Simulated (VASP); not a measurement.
VASP ran on this input.

File KPOINTS:
```
Automatic mesh
0
Gamma
6 6 6
0 0 0
```

### INCAR
```
SYSTEM = InAs
PREC = Accurate
ENCUT = 400
EDIFF = 1E-6
NELM = 100
ALGO = Normal
LREAL = .FALSE.
LASPH = .TRUE.
ISMEAR = 0
SIGMA = 0.05
GGA = PE
LMAXMIX = 4
LWAVE = .FALSE.
LCHARG = .FALSE.
ISIF = 2
```

File POSCAR:
```
InAs
1
    3.0906000000     0.0000000000     3.0906000000
    0.0000000000     3.0906000000     3.0906000000
    3.0906000000     3.0906000000     0.0000000000
In As
1 1
Direct
  0.0000000000   0.0000000000   0.0000000000
  0.2500000000   0.2500000000   0.2500000000
```

POTCAR, in this order: In_d As (PBE.64 set). Program: vasp_std.

Task: What happens when VASP runs on this input?

Result: There is a fault: the lattice vectors form a left-handed set. VASP stops with an error: ERROR: the triple product of the basis vectors is negative exchange two basis vectors ----> I REFUSE TO CONTINUE WITH THIS SICK JOB ... BYE!!! <----

**standard output**
```
 -----------------------------------------------------------------------------
|                                                                             |
|     EEEEEEE  RRRRRR   RRRRRR   OOOOOOO  RRRRRR      ###     ###     ###     |
|     E        R     R  R     R  O     O  R     R     ###     ###     ###     |
|     E        R     R  R     R  O     O  R     R     ###     ###     ###     |
|     EEEEE    RRRRRR   RRRRRR   O     O  RRRRRR       #       #       #      |
|     E        R   R    R   R    O     O  R   R                               |
|     E        R    R   R    R   O     O  R    R      ###     ###     ###     |
|     EEEEEEE  R     R  R     R  OOOOOOO  R     R     ###     ###     ###     |
|                                                                             |
|     ERROR: the triple product of the basis vectors is negative exchange     |
|     two basis vectors                                                       |
|                                                                             |
|       ---->  I REFUSE TO CONTINUE WITH THIS SICK JOB ... BYE!!! <----       |
|                                                                             |
 -----------------------------------------------------------------------------
```

To mend it, correct POSCAR.
File POSCAR:
```
InAs
1
    0.0000000000     3.0906000000     3.0906000000
    3.0906000000     0.0000000000     3.0906000000
    3.0906000000     3.0906000000     0.0000000000
In As
1 1
Direct
  0.0000000000   0.0000000000   0.0000000000
  0.2500000000   0.2500000000   0.2500000000
```
The mended run (PBE GGA, plane waves, VASP's PBE PAW potentials (set 64)) converges, and its OSZICAR ends with
```
   1 F= -.77022250E+01 E0= -.77020464E+01  d E =-.357089E-03
```

The compound is InAs in the zinc blende structure. The cell was not relaxed at this level.
